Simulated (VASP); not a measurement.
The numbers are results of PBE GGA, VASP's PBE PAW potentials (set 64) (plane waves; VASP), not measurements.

The input files of a VASP run:

### POSCAR
```
Mo3Si
1
    4.9036023282     0.0000000000    -0.0000000000
   -0.0000000000     4.9036023282     0.0000000000
    0.0000000000    -0.0000000000     4.9036023282
Si Mo
2 6
Direct
  0.5000000000   0.5000000000   0.5000000000
  0.0000000000   0.0000000000   0.0000000000
  0.2500000000   0.0000000000   0.5000000000
  0.5000000000   0.2500000000   0.0000000000
  0.5000000000   0.7500000000   0.0000000000
  0.7500000000   0.0000000000   0.5000000000
  0.0000000000   0.5000000000   0.7500000000
  0.0000000000   0.5000000000   0.2500000000
```

### KPOINTS
```
Automatic mesh
0
Gamma
7 7 7
0 0 0
```

### INCAR
```
# general
SYSTEM =Mo3Si
PREC   =Accurate
ENCUT  =400   # plane-wave cut-off (eV)
LREAL  =.False.   # projection in real space or not
LASPH  =.True.   # aspherical one-centre terms

# electronic loop
EDIFF  =1E-7   # SCF stop (eV)
NELM   =100
ALGO   =Normal
LMAXMIX=4   # l cut-off of mixed one-centre charges

# smearing
ISMEAR =-5   # tetrahedra, Bloechl

# functional
GGA    =PE   # PBE

# ions
ISIF   =2   # forces and stress, cell fixed

# output
LWAVE  =.False.
LCHARG =.True.
LORBIT =11   # lm-projected
NEDOS  =601   # DOS grid

# other
LEFG   =.True.
```

POTCAR, in this order: Si Mo_sv (PBE.64 set). Program: vasp_std.

What will the output report for the number of irreducible k-points (NKPTS), number of bands (NBANDS), largest plane-wave count, number of space-group operations, FFT grid (NGX, NGY, NGZ)?

```yaml
number of irreducible k-points (NKPTS): 20
number of bands (NBANDS): 55
largest_plane_wave_count: 2170
number_of_space_group_operations: 48
FFT grid (NGX, NGY, NGZ): 32 × 32 × 32
```

The compound is Mo3Si in the A15 structure. It was relaxed first.
